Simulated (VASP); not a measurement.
A VASP calculation is set up with these files.

INCAR:
```
PSTRESS=300   # kbar
LMAXMIX=4   # l cut-off of mixed one-centre charges
SYSTEM=SiGe
ISIF=3   # ions, shape and volume
NELM=100   # most electronic steps
ISMEAR=1
SIGMA=0.1   # width (eV)
EDIFFG=-0.02   # ionic stop
LWAVE=.FALSE.
GGA=PS   # PBEsol
LCHARG=.FALSE.
LREAL=.FALSE.
ENCUT=500
ALGO=Normal
NSW=40   # most ionic steps
LASPH=.TRUE.
PREC=Accurate
IBRION=2   # conjugate gradients
EDIFF=1E-6   # SCF stop (eV)
```

File KPOINTS:
```
kpoints
0
G
 10 10 6
```

### POSCAR
```
SiGe
1.0
  3.4327778607   0.0000000000   0.0000000000
 -1.7163889303   2.9728727468   0.0000000000
  0.0000000000   0.0000000000   5.5419045790
Si Ge
2 2
Cartesian
  0.0000000000   0.0000000000   0.0000000000
  0.0000000000   0.0000000000   2.7709522895
 -0.0000017164   1.9819161555   1.3854761447
  1.7163906468   0.9909565913   4.1564284342
```

POTCAR, in this order: Si Ge_d (PBE.64 set). Program: vasp_std.

Translate this PBEsol calculation to Ansatz.

One equivalent input (not run):
Ansatz 0.2 input:
```yaml
crystal:
  lattice:
    - [3.4327779, 0.0000000, 0.0000000]
    - [-1.7163889, 2.9728727, 0.0000000]
    - [0.0000000, 0.0000000, 5.5419046]
  atoms:
    - { symbol: Si, position: [0.0000000, 0.0000000, 0.0000000] }
    - { symbol: Si, position: [0.0000000, 0.0000000, 0.5000000] }
    - { symbol: Ge, position: [0.3333330, 0.6666670, 0.2500000] }
    - { symbol: Ge, position: [0.6666670, 0.3333330, 0.7500000] }
kpoints:
  mp_grid: { grid: [10, 10, 6] }
hamiltonian:
  xc: pbesol
  pseudopotentials: { kind: paw }
scf:
  occupations: { method: methfessel_paxton, width: 0.1 }
  max_iter: 100
relax:
  max_steps: 40
  f_tol: 0.02
  cell: { p_target: 30 }
output: { forces: true, stress: true, eigenvalues: true }
```
The two are equivalent in intent, not identical: each code has its own PAW files, so the cut-off isn't converted (ENCUT is set for VASP's; basis.ecutwfc is left out, and Ansatz then takes the one that its files recommend); Ansatz stops its SCF on the density residual and VASP on the energy change (EDIFF).

The structure was generated: SiGe was put into the NiAs type type (P6_3/mmc), which need not be its known phase. This run relaxes it under an external pressure of 30 GPa. Symmetry was kept, so distortions that lower it aren't found.
